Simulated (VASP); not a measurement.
```
CELL_PARAMETERS angstrom
      0.00000     3.09170     3.09170
      3.09170     0.00000     3.09170
      3.09170     3.09170     0.00000
ATOMIC_POSITIONS crystal
  Cd 0.00000 0.00000 0.00000
  Se 0.25000 0.25000 0.25000
```

Calculation: optB88-vdW, VASP's PBE PAW potentials (set 64) (plane waves; VASP). Numerical set-up: 520 eV cut-off, 7×7×7 Γ-centred mesh, Gaussian smearing of 0.050 eV, potentials Cd Se.

### Question
Estimate the energy per atom (σ→0), band gap (on the k-mesh) with the smallest direct gap where there is one.

### Answer

```yaml
band gap (on the k-mesh): 0.36 eV
smallest direct gap (on the k-mesh): 0.36 eV
energy per atom (σ→0): -0.262 eV/atom
```

Total energies compare only between runs with the same potentials, cut-off and functional.

The compound is CdSe in the zinc blende structure, whereas wurtzite is the usual form. It was relaxed first, which changed the volume by +7 %. The start is the result of an earlier pass.
